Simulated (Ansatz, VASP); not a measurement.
# Be (Beryllium) in two plane-wave programs

Wanted: the spread between two codes on one cell, functional and k mesh. The cell is taken from a series of runs on this material, whose earlier steps may have relaxed, scaled, displaced or heated it; both programs get it as it stands.

Calculated with Ansatz 0.2.0; plane waves, with VASP 6.6.1 beside it; LDA.

## (1) The structure

The structure is hexagonal, space group P6_3/mmc (No. 194). The conventional cell has a = 2.228 Å, b = 2.228 Å, c = 3.511 Å, α = 90.00°, β = 90.00°, γ = 120.00°. Nearest to Be lie 12 Be at 2.18 to 2.23 Å.

## (2) VASP: zone-centre phonons, LDA, pair 1

Second derivatives magnify differences that forces hide, and they need a tight electronic threshold.

Lines of VASP's logs that name or quote its potential files are left out, and so is its time.

INCAR reads:

```
SYSTEM = Be
PREC = Accurate
ENCUT = 600
EDIFF = 1E-08
NELM = 120
ISMEAR = 1
SIGMA = 0.2
LREAL = .FALSE.
ALGO = Normal
GGA = PW92
NBANDS = 8
LORBIT = 11
LWAVE = .FALSE.
LCHARG = .FALSE.
ISIF = 2
IBRION = 8
LASPH = .TRUE.
GGA_COMPAT = .FALSE.
KPAR = 2
```

POSCAR reads:

```
Be
1.0
    2.2278249395      0.0000000000      0.0000000000
   -1.1139124697      1.9293529928      0.0000000000
    0.0000000000      0.0000000000      3.5113866065
Be
2
Direct
    0.3333333334      0.6666666668      0.2500000000
    0.6666666668      0.3333333334      0.7500000000
```

KPOINTS reads:

```
Automatic mesh
0
Gamma
24 24 12
0 0 0
```

The projector-augmented-wave data sets are Be (LDA family, release 64).

Run with:

```console
> mpirun -np 2 vasp_std
```

Numbers of over 12 decimals in the logs are rounded to 6 here.

Log:

```text
[banner, memory and clock lines left out]
running    2 mpi-ranks, on    1 nodes
 distrk:  each k-point on    1 cores,    2 groups
 distr:  one band on    1 cores,    1 groups

 POSCAR found type information on POSCAR Be
 POSCAR found :  1 types and       2 ions
|                                                                             |
|               ----> ADVICE to this user running VASP <----                  |
|                                                                             |
|     You enforced a specific xc type in the INCAR file but a different       |
|     [... a line on the potential file left out ...]
|     I HOPE YOU KNOW WHAT YOU ARE DOING!                                     |
|                                                                             |

 LDA part: xc-table for (Slater(with rela. corr.)+PW92), standard interpolation
 POSCAR, INCAR and KPOINTS ok, starting setup
 FFT: planning ... GRIDC
 FFT: planning ... GRID_SOFT
 FFT: planning ... GRID
 WAVECAR not read
 entering main loop
       N       E                     dE             d eps       ncg     rms          rms(c)
DAV:   1    -0.452483355646E+01   -0.45248E+01   -0.19655E+03  6880   0.460E+02
DAV:   2    -0.845560877411E+01   -0.39308E+01   -0.38278E+01 10800   0.453E+01
DAV:   3    -0.846852909126E+01   -0.12920E-01   -0.12891E-01  7200   0.261E+00
DAV:   4    -0.846853242690E+01   -0.33356E-05   -0.33360E-05  9832   0.468E-02
DAV:   5    -0.846853242787E+01   -0.96702E-09   -0.21976E-09  7136   0.228E-04    0.127E+00
DAV:   6    -0.842914878895E+01    0.39384E-01   -0.28089E-03  8832   0.384E-01    0.770E-01
DAV:   7    -0.841108598329E+01    0.18063E-01   -0.46131E-03  9552   0.481E-01    0.202E-02
DAV:   8    -0.841107721546E+01    0.87678E-05   -0.78365E-06  7240   0.279E-02    0.534E-03
DAV:   9    -0.841107615480E+01    0.10607E-05   -0.57131E-07  9312   0.652E-03    0.506E-04
DAV:  10    -0.841107614524E+01    0.95686E-08   -0.17240E-09  6216   0.389E-04
   1 F= -.84110761E+01 E0= -.84109224E+01  d E =-.461231E-03
 Linear response reoptimize wavefunctions to high precision
DAV:   1    -0.841107614441E+01    0.82775E-09   -0.29204E-10  7640   0.142E-04
DAV:   2    -0.841107614441E+01   -0.71054E-13   -0.79346E-13  3456   0.692E-06
 Linear response DOF=           2
 Linear response progress:
  Degree of freedom:   1/  2
       N       E                     dE             d eps       ncg     rms          rms(c)
RMM:   1    -0.730523163607E-02   -0.73052E-02   -0.30819E-03 67824   0.300E-01
RMM:   2    -0.724396062466E-02    0.61271E-04   -0.22192E-05 50407   0.267E-02    0.257E-02
RMM:   3    -0.725325956772E-02   -0.92989E-05   -0.74344E-07 50829   0.635E-03    0.154E-02
RMM:   4    -0.728753632821E-02   -0.34277E-04   -0.15896E-06 50928   0.925E-03    0.355E-04
RMM:   5    -0.728751571389E-02    0.20614E-07   -0.10838E-09 52115   0.275E-04    0.124E-04
RMM:   6    -0.728747614718E-02    0.39567E-07    0.61548E-10 51929   0.952E-05    0.569E-06
RMM:   7    -0.728747273081E-02    0.34164E-08    0.14508E-10 50470   0.359E-06    0.180E-06
 first order change of Fermi-energy   0.17659E-05
 force on displaced ion       1 direction 1 :  -3.794   0.000   0.000
 Linear response progress:
  Degree of freedom:   2/  2
       N       E                     dE             d eps       ncg     rms          rms(c)
RMM:   1    -0.202688234267E-01   -0.20269E-01    0.92943E-03 24424   0.687E-01
RMM:   2    -0.166329279330E-01    0.36359E-02   -0.21060E-03 16095   0.789E-02    0.115E-01
RMM:   3    -0.156558942750E-01    0.97703E-03    0.65222E-04 15960   0.950E-02    0.431E-02
RMM:   4    -0.158618213426E-01   -0.20593E-03    0.17911E-04 16292   0.543E-02    0.410E-03
RMM:   5    -0.158961666140E-01   -0.34345E-04   -0.27004E-05 17013   0.337E-03    0.698E-04
RMM:   6    -0.158947522221E-01    0.14144E-05   -0.47922E-06 16749   0.537E-04    0.816E-05
RMM:   7    -0.158941988271E-01    0.55339E-06   -0.74310E-07 17328   0.335E-05    0.123E-05
RMM:   8    -0.158941410831E-01    0.57744E-07   -0.73676E-08 17324   0.706E-06    0.873E-07
RMM:   9    -0.158941341046E-01    0.69785E-08   -0.15095E-08 12430   0.561E-07    0.180E-07
 first order change of Fermi-energy   0.85921E-05
 force on displaced ion       1 direction 3 :  -0.000   0.000  -8.542
 Linear response finished
```

Parts of OUTCAR (step 2):

```text
ion  position               nearest neighbor table
   1  0.333  0.667  0.250-   2 2.18   2 2.18   2 2.18   2 2.18   2 2.18   2 2.18
   2  0.667  0.333  0.750-   1 2.18   1 2.18   1 2.18   1 2.18   1 2.18   1 2.18

  LATTYP: Found a hexagonal cell.
 ALAT       =     2.2278249395
 C/A-ratio  =     1.5761501473

 Subroutine GETGRP returns: Found 24 space group operations
 (whereof 12 operations were pure point group operations)

The static configuration has the point symmetry D_3d.
 The point group associated with its full space group is D_6h.

 Found    427 irreducible k-points:

   k-points           NKPTS =    427   k-points in BZ     NKDIM =    427   number of bands    NBANDS=      8

   dimension x,y,z NGX =    18 NGY =   18 NGZ =   28
   dimension x,y,z NGXF=    36 NGYF=   36 NGZF=   56

   ENCUT  =  600.0 eV  44.10 Ry    6.64 a.u.   4.45  4.45  7.01*2*pi/ulx,y,z

   NELECT =       4.0000    total number of electrons

 k-points in reciprocal lattice and weights: Automatic mesh
   0.00000000  0.00000000  0.00000000       0.000
   0.04166667 -0.00000000  0.00000000       0.001
   0.08333333  0.00000000  0.00000000       0.001
   0.12500000 -0.00000000  0.00000000       0.001
   0.16666667 -0.00000000  0.00000000       0.001
   0.20833333  0.00000000  0.00000000       0.001
   0.25000000 -0.00000000  0.00000000       0.001
   0.29166667  0.00000000  0.00000000       0.001
   0.33333333 -0.00000000  0.00000000       0.001
[...]
0.33333333  0.29166667  0.50000000       0.002
   0.33333333  0.33333333  0.50000000       0.000

 average (electrostatic) potential at core
       1 -29.8126       2 -29.8126

  Total        0.0380874      0.0380874      0.0382021      0.0000000     -0.0000000      0.0000000
  in kB        4.0431525      4.0431525      4.0553343      0.0000000     -0.0000000      0.0000000
  external PRESSURE =       4.0472131 kB  Pullay stress =       0.0000000 kB

  energy-cutoff  :      600.00
  volume of cell :       15.09
      direct lattice vectors                 reciprocal lattice vectors
     2.227824940  0.000000000  0.000000000     0.448868303  0.259154236  0.000000000
    -1.113912470  1.929352993  0.000000000     0.000000000  0.518308471  0.000000000
     0.000000000  0.000000000  3.511386606     0.000000000  0.000000000  0.284787781

 POSITION                                       TOTAL-FORCE (eV/Angst)
 -----------------------------------------------------------------------------------
      0.00000      1.28624      0.87785        -0.000000     -0.000000      0.000000
      1.11391      0.64312      2.63354         0.000000      0.000000      0.000000
 -----------------------------------------------------------------------------------
    total drift:                                0.000000      0.000000     -0.000000

 Eigenvectors and eigenvalues of the dynamical matrix
 ----------------------------------------------------

   1 f  =   21.523233 THz   135.234460 2PiTHz  717.937767 cm-1    89.012898 meV
             X         Y         Z           dx          dy          dz
      0.000000  1.286235  0.877847     0.000000    0.000000    0.707107
      1.113912  0.643118  2.633540    -0.000000    0.000000   -0.707107

   2 f  =   14.343619 THz    90.123617 2PiTHz  478.451633 cm-1    59.320415 meV
             X         Y         Z           dx          dy          dz
      0.000000  1.286235  0.877847     0.456339    0.540143   -0.000000
      1.113912  0.643118  2.633540    -0.456339   -0.540143   -0.000000

   3 f  =   14.343619 THz    90.123617 2PiTHz  478.451633 cm-1    59.320415 meV
             X         Y         Z           dx          dy          dz
      0.000000  1.286235  0.877847     0.540143   -0.456339    0.000000
      1.113912  0.643118  2.633540    -0.540143    0.456339    0.000000

   4 f  =    0.000000 THz     0.000001 2PiTHz    0.000004 cm-1     0.000001 meV
             X         Y         Z           dx          dy          dz
      0.000000  1.286235  0.877847    -0.026489   -0.486953   -0.512031
      1.113912  0.643118  2.633540    -0.026489   -0.486953   -0.512031

   5 f/i=    0.000000 THz     0.000001 2PiTHz    0.000004 cm-1     0.000000 meV
             X         Y         Z           dx          dy          dz
      0.000000  1.286235  0.877847     0.706482   -0.008498   -0.028467
      1.113912  0.643118  2.633540     0.706482   -0.008498   -0.028467

   6 f/i=    0.000000 THz     0.000002 2PiTHz    0.000009 cm-1     0.000001 meV
             X         Y         Z           dx          dy          dz
      0.000000  1.286235  0.877847     0.013450   -0.512645    0.486841
      1.113912  0.643118  2.633540     0.013450   -0.512645    0.486841

 ELASTIC MODULI CONTR FROM IONIC RELAXATION (kBar)
 Direction    XX          YY          ZZ          XY          YZ          ZX
 --------------------------------------------------------------------------------
 XX        -259.7465    259.7465     -0.0000     -0.0000      0.0000     -0.0000
 YY         259.7465   -259.7465      0.0000     -0.0000      0.0000      0.0000
 ZZ          -0.0000      0.0000     -0.0000      0.0000      0.0000     -0.0000
 XY          -0.0000     -0.0000      0.0000   -259.7465      0.0000     -0.0000
 YZ           0.0000      0.0000      0.0000      0.0000      0.0000      0.0000
 ZX          -0.0000      0.0000     -0.0000     -0.0000      0.0000     -0.0000
 --------------------------------------------------------------------------------
```

## (3) Ansatz: zone-centre phonons, LDA, pair 1

Ansatz runs on its PAW soft_1 files.

The same cell, functional (in two slightly different forms), mesh and smearing now go to Ansatz, which takes its cutoff from its data sets.

input.yaml reads:

```yaml
crystal:
  lattice:
    - [2.2278249395, 0.0, 0.0]
    - [-1.1139124697, 1.9293529928, 0.0]
    - [0.0, 0.0, 3.5113866065]
  atoms:
    - { symbol: Be, position: [0.3333333333, 0.6666666667, 0.25] }
    - { symbol: Be, position: [0.6666666667, 0.3333333333, 0.75] }
kpoints:
  mp_grid: { grid: [24, 24, 12] }
hamiltonian:
  xc: lda
  pseudopotentials: { kind: paw, azcp: { folder: soft_1 }, xc_functional: pbe }
scf:
  occupations: { method: methfessel_paxton, width: 0.2 }
output:
  eigenvalues: true
phonons:
  method: dfpt
```

Run with:

```console
> ansatz run input.yaml --threads 4 --pin off --max-ram 10240MiB --backend cpu --events-out ev --progress --plain --runs-dir out
```

Log:

```text
zone centre: on kpoints.mp_grid the ground state, and the responses unless they are solved on pairs of k-points, stand on 1099 of the mesh's 6912 k-points, reduced under 4 symmetry operations, with k and −k counted as one. Each operation leaves every solved displacement unchanged or reverses it
Engine: ansatz 0.2.0, aarch64-unknown-linux-gnu
Pseudopotentials: kind: paw
Pseudopotential: Be, paw, valence charge 2, recommended cutoff 420 eV (normal), soft_1/Be.paw.azcp
Functional definition: SPW92
  exchange = slater_x
  correlation = pw_c
Crystal: 2 atoms, lattice volume = 15.093 Å³
Basis set: ecut = 420 eV, 299 PW (Γ), exchange–correlation on 30×30×48 points (8 copies of the dense FFT grid, shifted against one another)
Bands: 6, of which v1, the nominal top of the filled ones, is band 2 counted from 1 (1 counted from 0)
Symmetry: 24 space group operations
k-points: 1099 of 6912 (irreducible under 4 space group operations, time reversal used)
Non-local potential: Be, projectors of the file, l = 0: 2, l = 1: 2, l = 2: 1
PAW form: soft (Blöchl's): semilocal exchange-correlation on the pseudo side does not see the compensation charge
PAW frozen core: Be, regenerated for the run's functional, and the local potential with it (the file was generated under x = pbe(κ = 0.804, μ = 0.219515), c = pbe(β = 0.066725))
PAW one-centre angular grid: Be, 110 points (default); XC on 64 Gauss nodes
Initial density: superposition of atomic densities (chi_scale 0.1, normalization cell)
Initial wavefunctions: pseudopotential atomic-orbital guess
Functional: x = slater, c = lda
SCF iter   1: F=—  HF=-176.467323 eV  |F-HF|=—  |Δ(HF+E_count)|=         —  Δρ=1.54e-2  dr2=2.59e-2  ethr=3.10e-3  ⟨swp⟩=4.7  Hψ=54210  notcnv=0
preconditioner: auto → none  [metal: Δε(μ)=0.025 eV  Ē_g=13.227 eV  σ=0.200 eV  W_gap=0.11  n_scr=2 (ndim 8)  ℏωp=19.1 eV  f_vac=0.000  D(μ)=0.21/eV (n_scr^D=0)  sad-step TF]
SCF iter   2: F=—  HF=-176.468345 eV  |F-HF|=—  |Δ(HF+E_count)|=   1.02e-3  S|Δr|=    0.00e0  Δρ=9.43e-3  dr2=1.00e-2  ethr=6.47e-4  ⟨swp⟩=1.0  Hψ=15386  notcnv=0
SCF iter   3: F=—  HF=-176.467716 eV  |F-HF|=—  |Δ(HF+E_count)|=   6.28e-4  S|Δr|=    0.00e0  Δρ=4.88e-4  dr2=2.93e-5  ethr=2.50e-4  ⟨swp⟩=1.0  Hψ=6594  notcnv=0
SCF iter   4: F=—  HF=-176.467710 eV  |F-HF|=—  |Δ(HF+E_count)|=   6.82e-6  S|Δr|=    0.00e0  Δρ=2.22e-5  dr2=5.39e-8  ethr=7.32e-7  ⟨swp⟩=1.0  Hψ=6595  notcnv=0
SCF iter   5: F=—  HF=-176.467710 eV  |F-HF|=—  |Δ(HF+E_count)|=   1.12e-7  S|Δr|=    0.00e0  Δρ=2.59e-6  dr2=5.34e-10  ethr=1.35e-9  ⟨swp⟩=2.3  Hψ=8653  notcnv=0
SCF iter   6: F=-176.467710 eV  HF=-176.467710 eV  |F-HF|=5.97e-13  |Δ(HF+E_count)|=  4.93e-11  S|Δr|=    0.00e0  Δρ=2.15e-7  dr2=4.93e-12  ethr=1.00e-12  ⟨swp⟩=4.7  Hψ=17733  notcnv=0
the search or the solves at the SCF's close seem to have found levels that the self-consistency loop had missed (the run counts 3). By its estimate they hold under 1e-12 electrons; where the run keeps them, the occupations were computed again with them
SCF 1 converged in 6 iterations: F = -176.467710 eV  dr2 = 4.93e-12
  greatest PAW one-centre occupation: 0.364 electrons in one spin orbital (limit 2), on the Be atom at site 1 (counted from 0), in its partial waves of l = 0
DFPT response loops at Γ: preconditioner auto → Kerker (q_TF=auto, 2.187 Å⁻¹) (partly filled bands, converged f_vac=0.000); β = 1.00, the filter's whole step (`scf.mixing.beta` (0.50) is not read by the response loops under this deck's `scf.mixing.preconditioner`; to damp them name `kerker` or `kerker_dos`, under which they read `scf.mixing.beta`, and type it under 1.00, their step now; both keys bind the ground state too); Broyden in place of MSR1
SCF converged after 6 iterations
Stability not checked: this state was not tested for a lower state beside it, because cold or Methfessel-Paxton smearing, or corrected tetrahedra, fill the levels in a way that the test cannot read (fill_not_monotonic; see scf.lower_state_search)
Free energy (F): -176.467710 eV
Harris-Foulkes:  -176.467710 eV  (|F-HF|=5.97e-13)
Internal energy: -176.467247 eV  (E = F + TS)
E sigma→0 (E₀):  -176.467594 eV
Entropy (-TS):   -0.000462 eV (-0.231 meV/atom)
Fermi energy:    8.326947 eV
--- Per-component energies (eV) ---
  E_band       = 12.863207
  E_kinetic    = 44.358468
  E_local      = 6.017343  (includes V_loc(G=0)·N_el)
  E_nonlocal   = 8.094409
  E_hartree    = 0.076495
  E_xc         = -41.053755
  E_vxc        = -42.316317  (∫ρ·V_xc dr)
  E_paw        = -109.225157  (= ΣΔE_a)
  E_vpaw       = -3.443685  (= ΣTr[D̂ρ^β])
  E_aug_tail   = -0.000001  (compensation charges beyond the density's cutoff)
  E_ewald      = -84.795623
  E_core_change = 0.060574  (= ΣΔE_core)
  E_smearing   = -0.000462  (= −TS)
  E_closure    = 0.000000  (closes the sum)
  Σ components = -176.467710   (vs F -176.467710, Δ=0.00e0)
--- Band table (eV; the first three rows and the last of 1099) ---
  k-point 0: bands = ["-3.0929", "3.7435", "9.7323", "24.6946", "24.6946", "27.6184"]
  k-point 1: bands = ["-3.0328", "3.3995", "10.2204", "24.7504", "24.7504", "27.5970"]
  k-point 2: bands = ["-2.8524", "2.5963", "11.4548", "24.9152", "24.9152", "27.5235"]
  k-point 1098: bands = ["4.3736", "4.3736", "12.0057", "12.0057", "16.2978", "16.2978"]
--- Phonons (Γ-DFPT): 2 representative perturbations + reference, on 1099 of 6912 k-points (Σ response iterations 6) ---
  k mesh reduced under 4 symmetry operations, with k and −k counted as one. Each operation leaves every solved displacement unchanged or reverses it
  ASR residual: 2.914e-5 → 0.000e0 eV/Å²; symmetrization residual: 1.584e-11 eV/Å²
  ASR residual per site (eV/Å²): 2.91e-5 2.91e-5
  Γ frequencies (cm⁻¹): 0.00 0.00 0.00 478.27 478.27 715.09
  non-analytic LO–TO correction: not included (Born effective charges unavailable; polar crystals: no LO–TO splitting at Γ)
```

Reading the cycles: dr2 is the Hartree energy of the density residual (eV), the measure of convergence; HF is the Harris–Foulkes estimate of the energy, which meets the free energy F at convergence.

## (4) Differences

Known differences besides the potentials themselves: the cutoff is 420 eV in Ansatz and 600 eV in VASP; VASP's log shows a relativistic correction to its local exchange, Ansatz's none. Total energies have different zeros and are not compared.

The two programs side by side:

| quantity | Ansatz | VASP | difference |
| --- | --- | --- | --- |
| optical mode 1 to 2 (cm⁻¹) | 478.3 | 478.5 | -0.04 % |
| optical mode 3 (cm⁻¹) | 715.1 | 717.9 | -0.40 % |

Modes are paired by rising frequency, not by their patterns, so a pair may set unlike modes beside each other; they are those without the splitting of longitudinal modes.

## (5) Ansatz: zone-centre phonons, LDA, pair 2

Second derivatives magnify differences that forces hide, and they need a tight electronic threshold. The cell compared in this pair holds 15.23 Å³, against 15.09 Å³ for the pair before.

The cell is taken from a series of runs on this material, whose earlier steps may have relaxed, scaled, displaced or heated it; both programs get it as it stands.

input.yaml, the sections that differ from step 3:

```yaml
crystal:
  lattice:
    - [2.2271170473, 0.0, 0.0]
    - [-1.1135585236, 1.9287399402, 0.0]
    - [0.0, 0.0, 3.5465004726]
  atoms:
    - { symbol: Be, position: [0.333333329, 0.666666671, 0.25] }
    - { symbol: Be, position: [0.666666671, 0.333333329, 0.75] }
# kpoints, hamiltonian, scf, output, phonons: as in step 3
```

Log:

```text
[...]
Crystal: 2 atoms, lattice volume = 15.234 Å³
Basis set: ecut = 420 eV, 299 PW (Γ), exchange–correlation on 30×30×48 points (8 copies of the dense FFT grid, shifted against one another)
Bands: 6, of which v1, the nominal top of the filled ones, is band 2 counted from 1 (1 counted from 0)
Symmetry: 24 space group operations
k-points: 1099 of 6912 (irreducible under 4 space group operations, time reversal used)
[...]
Free energy (F): -176.465850 eV
[...]
Internal energy: -176.465319 eV  (E = F + TS)
E sigma→0 (E₀):  -176.465717 eV
Entropy (-TS):   -0.000531 eV (-0.265 meV/atom)
Fermi energy:    8.279032 eV
[...]
--- Band table (eV; the first three rows and the last of 1099) ---
[...]
ASR residual: 2.779e-5 → 0.000e0 eV/Å²; symmetrization residual: 1.579e-11 eV/Å²
  ASR residual per site (eV/Å²): 2.78e-5 2.78e-5
  Γ frequencies (cm⁻¹): 0.00 0.00 0.00 469.04 469.04 692.57
[...]
[key lines of the parts left out:]
SCF converged after 6 iterations
```

(Part 1 of 2 ends here.)

[Lines on the potential files, build, host, timing and source positions are cut from VASP's logs without a mark.]

[Logs are printed without paths, hosts, clocks, repeated set-up lines and the standing remarks that a program may print on its own settings, such as how far it seeks lower states.]

[Hosts, paths, dates, database ids (printed as entryN), source tags and the programs' standing remarks are cut or masked in the printed files.]
